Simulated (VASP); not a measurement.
Computed with LDA (Ceperley-Alder, Perdew-Zunger), VASP's LDA PAW potentials (set 64) (plane waves; VASP). Each cell was relaxed at this level.

Question: Which of these has an unstable (imaginary) mode at Γ?
A. SiC, P6_3mc (186)
B. Cd2SrP2, P-3m1 (164)
C. Bi2O3, Pm (6)
D. TeWO6, Fm-3m (225)

Answer: D, TeWO6, Fm-3m (225). Its optical Γ-point modes are 101i (×3), 231 (×3), 243 (×3), 346 (×3), 415 (×3), 706 (×2), 769 (×3), 1048 cm⁻¹.
